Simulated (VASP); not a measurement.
Output of a VASP run:

OSZICAR:
```
       N       E                     dE             d eps       ncg     rms          rms(c)
DAV:   1     0.797089474934E+02    0.79709E+02   -0.79171E+03  3190   0.144E+03
DAV:   2    -0.934983080983E+01   -0.89059E+02   -0.86012E+02  3454   0.335E+02
DAV:   3    -0.109073324576E+02   -0.15575E+01   -0.15449E+01  3638   0.436E+01
DAV:   4    -0.109151815972E+02   -0.78491E-02   -0.78486E-02  3450   0.336E+00
DAV:   5    -0.109152434433E+02   -0.61846E-04   -0.61846E-04  3567   0.302E-01    0.219E+01
DAV:   6    -0.104507721671E+02    0.46447E+00   -0.52015E-01  3382   0.964E+00    0.894E+00
DAV:   7    -0.103302013535E+02    0.12057E+00   -0.27635E-01  3514   0.659E+00    0.542E-01
DAV:   8    -0.103262731302E+02    0.39282E-02   -0.40474E-03  3286   0.987E-01    0.718E-02
DAV:   9    -0.103262715712E+02    0.15590E-05   -0.91055E-05  3629   0.124E-01    0.527E-02
DAV:  10    -0.103262672764E+02    0.42948E-05   -0.21728E-05  3433   0.696E-02    0.381E-03
DAV:  11    -0.103262675657E+02   -0.28934E-06   -0.24044E-07  3151   0.745E-03    0.762E-04
DAV:  12    -0.103262674440E+02    0.12169E-06   -0.11736E-08  1886   0.158E-03    0.136E-04
DAV:  13    -0.103262674463E+02   -0.23322E-08   -0.92547E-10  1676   0.455E-04
   1 F= -.10326267E+02 E0= -.10326014E+02  d E =-.758974E-03
```

File OUTCAR:
```
------------------------ aborting loop because EDIFF is reached ----------------------------------------
  FORCE on cell =-STRESS in cart. coord.  units (eV):
  Direction    XX          YY          ZZ          XY          YZ          ZX
  --------------------------------------------------------------------------------------
  Total        0.9216231      0.9216231      0.9216231      0.0000000      0.0000000      0.0000000
  in kB       95.3262817     95.3262817     95.3262817      0.0000000      0.0000000      0.0000000
  external PRESSURE =      95.3262817 kB  Pullay stress =       0.0000000 kB
  volume of cell :       15.49
      direct lattice vectors                 reciprocal lattice vectors
    -1.570352291  1.570352291  1.570352291     0.000000000  0.318399892  0.318399892
     1.570352291 -1.570352291  1.570352291     0.318399892  0.000000000  0.318399892
     1.570352291  1.570352291 -1.570352291     0.318399892  0.318399892  0.000000000
 POSITION                                       TOTAL-FORCE (eV/Angst)
 -----------------------------------------------------------------------------------
      0.00000      0.00000      0.00000         0.000000      0.000000      0.000000
 -----------------------------------------------------------------------------------
    total drift:                               -0.000000     -0.000000      0.000000
  FREE ENERGIE OF THE ION-ELECTRON SYSTEM (eV)
  ---------------------------------------------------
  free  energy   TOTEN  =       -10.3262674463 eV

  energy  without entropy=      -10.3255084723  energy(sigma->0) =      -10.32601446
```
(Selected blocks of OUTCAR.)

**POSCAR**
```
W
1
   -1.5703522914     1.5703522914     1.5703522914
    1.5703522914    -1.5703522914     1.5703522914
    1.5703522914     1.5703522914    -1.5703522914
W
1
Direct
  0.0000000000   0.0000000000   0.0000000000
```

Task: Reconstruct the remaining input files.

Result: Several could match; the one computed here: the input of the run itself, rev-vdW-DF2, plane waves, VASP's PBE PAW potentials (set 64).

### KPOINTS
```
K-points
0
Gamma
16 16 16
```

### INCAR
```
SYSTEM = W
PREC = Accurate
ENCUT = 520
EDIFF = 1E-7
NELM = 100
ALGO = Normal
LREAL = .FALSE.
LASPH = .TRUE.
ISMEAR = 1
SIGMA = 0.1
GGA = MK
PARAM1 = 0.1234568
PARAM2 = 0.7114
ZAB_VDW = -1.8867
LUSE_VDW = .TRUE.
AGGAC = 0.0
LMAXMIX = 6
LWAVE = .FALSE.
LCHARG = .FALSE.
ISIF = 2
```

POTCAR, in this order: W_sv (PBE.64 set). Program: vasp_std.

The compound is W in the bcc structure. This cell is one point of a volume scan, at 0.97 of the reference volume.
